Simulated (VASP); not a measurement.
Input:

```yaml
crystal:
  lattice:
    - [-2.09287, 2.09287, 5.04628]
    - [2.09287, -2.09287, 5.04628]
    - [2.09287, 2.09287, -5.04628]
  atoms:
    - { symbol: Tb, position: [0.00000, 0.00000, 0.00000] }
    - { symbol: Ge, position: [0.61896, 0.61896, 0.00000] }
    - { symbol: Ge, position: [0.38104, 0.38104, 0.00000] }
    - { symbol: Pd, position: [0.75000, 0.25000, 0.50000] }
    - { symbol: Pd, position: [0.25000, 0.75000, 0.50000] }
```

These are PBEsol GGA, VASP's PBE PAW potentials (set 64) (plane waves; VASP 6.6.1) values and carry that method's errors. Run with 480 eV cut-off, 10×10×10 Γ-centred mesh, first-order Methfessel-Paxton smearing of 0.10 eV, potentials Tb_3 Ge_d Pd.

The 4f electrons are frozen in the core of the lanthanide potential, so 4f levels, which can set the real gap, and their magnetism are missing.

Problem. Predict the energy per atom (σ→0), pressure, band gap (on the k-mesh) with the smallest direct gap where there is one.

Solution. 
```json
{
  "band gap (on the k-mesh)": "none (metal, semimetal or under 0.01 eV)",
  "energy per atom (σ→0)": "-6.213 eV/atom",
  "pressure": "10.2 kbar"
}
```

The absolute energy has meaning only against runs of the same code, potentials and settings.

The structure comes from a computed database's Pd2TbGe2 entry (I4/mmm); how it stands against other phases isn't given here. It was relaxed first under an external pressure of 1 GPa. The electron count is odd and the run is not spin-polarised, which forces a metal.
